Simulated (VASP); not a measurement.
Input:

```
Cs
1.0
   -3.07319     3.07319     3.07319
    3.07319    -3.07319     3.07319
    3.07319     3.07319    -3.07319
Cs
1
Direct
  0.00000   0.00000   0.00000
```

Computed with PBE GGA, VASP's PBE PAW potentials (set 64) (plane waves; VASP). Run with 480 eV cut-off, 8×8×8 Γ-centred mesh, first-order Methfessel-Paxton smearing of 0.10 eV, potentials Cs_sv.

Unless said otherwise, spin-orbit coupling is left out, though it shifts the bands of the heavy elements here.

Problem. What does the run give for the energy per atom (σ→0), band gap (on the k-mesh) with the smallest direct gap where there is one?

Solution. 
```json
{
 "band gap (on the k-mesh)": "none (metal, semimetal or under 0.01 eV)",
 "energy per atom (σ→0)": "-0.844 eV/atom"
}
```

The compound is Cs in the bcc structure. It was relaxed first.
